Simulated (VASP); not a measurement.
Input:

```xyz
2
Lattice="0.0000 3.3372 3.3372 3.3372 0.0000 3.3372 3.3372 3.3372 0.0000" Properties=species:S:1:pos:R:3 pbc="T T T"
Rb     0.0000     0.0000     0.0000
Br     3.3372     3.3372     3.3372
```

Level of theory: LDA (Ceperley-Alder, Perdew-Zunger), VASP's LDA PAW potentials (set 64) (plane waves; VASP 6.6.1). Numerical set-up: 520 eV cut-off, Gaussian smearing of 0.050 eV, potentials Rb_sv Br.

### Question
Give the energies of bands 6 to 11 at the high-symmetry points, in eV from the valence-band maximum.

### Answer

```tsv
band	Γ	X	U	L	W
6	0.00	-0.51	-0.59	-1.21	-0.61
7	0.00	-0.17	-0.45	-0.46	-0.39
8	0.00	-0.17	-0.32	-0.46	-0.39
9	4.16	5.19	6.03	6.66	6.85
10	7.03	7.11	8.06	7.68	6.85
11	7.03	9.20	8.21	9.49	8.30
```

The gap is direct, 4.16 eV, from the valence maximum at Γ to the conduction minimum at Γ.

Measured: gap 7.20 eV (computed value off by -3.04 eV), as given by Aguado et al., (1998), arXiv:cond-mat/9809176.

The compound is RbBr in the rock salt structure. It was relaxed first, which changed the volume by -9 %.
